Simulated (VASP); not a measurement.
The system is AsC.

```
C As
1.0
     0.00000    2.39927    2.39927
     2.39927    0.00000    2.39927
     2.39927    2.39927    0.00000
C As
1 1
Direct
  0.00000 0.00000 0.00000
  0.50000 0.50000 0.50000
```

The cell was built by a generator and needn't be a form met in nature.

| Item | Value |
| --- | --- |
| Program | VASP 6.6.1 |
| Task | relaxation of cell and atoms |
| Functional | r2SCAN |
| Potentials or basis | VASP PAW PBE potentials, release 64 (C, As) |
| Cutoff | 600 eV |
| k mesh | 6 × 6 × 6 |
| Occupations | fermi-dirac, width 0.1 eV |
| Spin | no spin polarisation |

At the start: pressure -22.9 GPa; volume 13.81 Å³/atom.

Problem. Where does the relaxation end?

Solution. Over 6 steps the energy falls by 246.1 meV/atom and the volume is 10.99 Å³/atom (-20.4 %); space group Fm-3m (No. 225, to 0.05 Å).

The path:
| step | energy change (eV) | largest force (eV/Å) | pressure (GPa) | volume (Å³) |
| --- | --- | --- | --- | --- |
| 1 | 0.0000 | 0.0000 | -22.92 | 27.62 |
| 2 | -0.4248 | 0.0000 | 15.24 | 20.45 |
| 3 | -0.4921 | 0.0000 | -0.41 | 22.05 |
| 4 | -0.4921 | 0.0000 | 0.36 | 21.94 |
| 5 | -0.4922 | 0.0000 | -0.20 | 22.02 |
| 6 | -0.4922 | 0.0000 | 0.01 | 21.99 |

Final structure:
```xyz
2
Lattice="0.0000 2.2236 2.2236 2.2236 0.0000 2.2236 2.2236 2.2236 0.0000" Properties=species:S:1:pos:R:3 pbc="T T T"
C     0.0000    0.0000    0.0000
As    2.2236    2.2236    2.2236
```

Caveat: the k mesh is coarse (spacing up to 0.38 Å⁻¹), so the values aren't converged; the volume moved by over 15 % at a fixed basis, so the end points are rough; the PAW data sets were made with another functional, which shifts forces and pressure a little.
